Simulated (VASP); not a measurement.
Given:

```yaml
crystal:
  lattice:
    - [0.00000, 3.37866, 3.37866]
    - [3.37866, 0.00000, 3.37866]
    - [3.37866, 3.37866, 0.00000]
  atoms:
    - { symbol: Te, position: [0.50000, 0.50000, 0.50000] }
    - { symbol: Pb, position: [0.00000, 0.00000, 0.00000] }
```

All values below come from revPBE GGA, VASP's PBE PAW potentials (set 64) (plane waves; VASP 6.6.1). Run with 520 eV cut-off, 7×7×7 Γ-centred mesh, Gaussian smearing of 0.050 eV, potentials Te Pb_d.

Q: Predict the energy per atom (σ→0), pressure.

A: 
| Quantity | Value |
|---|---|
| energy per atom (σ→0) | -3.452 eV/atom |
| pressure | -1.80 GPa |

Total energies compare only between runs with the same potentials, cut-off and functional.

The compound is PbTe in the rock salt structure. This cell is one point of a volume scan, at 1.06 of the reference volume.
